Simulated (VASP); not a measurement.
Output of a VASP run:

### OSZICAR
```
       N       E                     dE             d eps       ncg     rms          rms(c)
DAV:   1     0.903541612133E+02    0.90354E+02   -0.10573E+04  2852   0.270E+03
DAV:   2    -0.739746351321E+01   -0.97752E+02   -0.91817E+02  3012   0.379E+02
DAV:   3    -0.148254127795E+02   -0.74279E+01   -0.73770E+01  3047   0.933E+01
DAV:   4    -0.149505086433E+02   -0.12510E+00   -0.12500E+00  3108   0.130E+01
DAV:   5    -0.149524863188E+02   -0.19777E-02   -0.19776E-02  3043   0.148E+00    0.724E+00
DAV:   6    -0.131531354614E+02    0.17994E+01   -0.51943E+00  4098   0.493E+01    0.262E+00
DAV:   7    -0.131446540647E+02    0.84814E-02   -0.32032E-01  2657   0.729E+00    0.170E+00
DAV:   8    -0.131276278585E+02    0.17026E-01   -0.62470E-02  3192   0.370E+00    0.684E-01
DAV:   9    -0.131235687918E+02    0.40591E-02   -0.18267E-02  4082   0.334E+00    0.161E-01
DAV:  10    -0.131236686023E+02   -0.99810E-04   -0.14876E-03  3113   0.648E-01    0.635E-02
DAV:  11    -0.131236427378E+02    0.25864E-04   -0.15850E-04  3928   0.240E-01    0.101E-02
DAV:  12    -0.131236446543E+02   -0.19165E-05   -0.12456E-05  3051   0.519E-02    0.355E-03
DAV:  13    -0.131236445561E+02    0.98246E-07   -0.56877E-07  3178   0.789E-03
   1 F= -.13123645E+02 E0= -.13123645E+02  d E =-.211120E-18
```

OUTCAR:
```
------------------------ aborting loop because EDIFF is reached ----------------------------------------
  FORCE on cell =-STRESS in cart. coord.  units (eV):
  Direction    XX          YY          ZZ          XY          YZ          ZX
  --------------------------------------------------------------------------------------
  Total        0.0976073      0.0976073      0.1838986      0.0000000      0.0000000      0.0000000
  in kB        6.9206110      6.9206110     13.0388928      0.0000000      0.0000000      0.0000000
  external PRESSURE =       8.9600382 kB  Pullay stress =       0.0000000 kB
  volume of cell :       22.60
      direct lattice vectors                 reciprocal lattice vectors
     0.000000000  2.247665734  2.236427405    -0.222453006  0.222453006  0.223570861
     2.247665734  0.000000000  2.236427405     0.222453006 -0.222453006  0.223570861
     2.247665734  2.247665734  0.000000000     0.222453006  0.222453006 -0.223570861
  FREE ENERGIE OF THE ION-ELECTRON SYSTEM (eV)
  ---------------------------------------------------
  free  energy   TOTEN  =       -13.1236445561 eV

  energy  without entropy=      -13.1236445561  energy(sigma->0) =      -13.12364456
```
(Selected blocks of OUTCAR.)

### POSCAR
```
GaN
1
    0.0000000000     2.2476657336     2.2364274050
    2.2476657336     0.0000000000     2.2364274050
    2.2476657336     2.2476657336     0.0000000000
Ga N
1 1
Direct
  0.0000000000   0.0000000000   0.0000000000
  0.2500000000   0.2500000000   0.2500000000
```

**Question.** Reconstruct the remaining input files.

**Answer.** One answer among several that fit: the input of the run itself, PBEsol GGA, plane waves, VASP's PBE PAW potentials (set 64).

INCAR:
```
ALGO=Normal
EDIFF=1E-7
ENCUT=600
GGA=PS
ISIF=2
ISMEAR=0
LASPH=T
LCHARG=F
LMAXMIX=4
LREAL=F
LWAVE=F
NELM=100
PREC=Accurate
SIGMA=0.05
SYSTEM=GaN
```

**KPOINTS**
```
Regular mesh
0
G
10 10 10
0 0 0
```

POTCAR, in this order: Ga_d N (PBE.64 set). Program: vasp_std.

The compound is GaN in the zinc blende structure, a metastable form; wurtzite is the usual one. This cell was strained or had an atom moved on purpose.
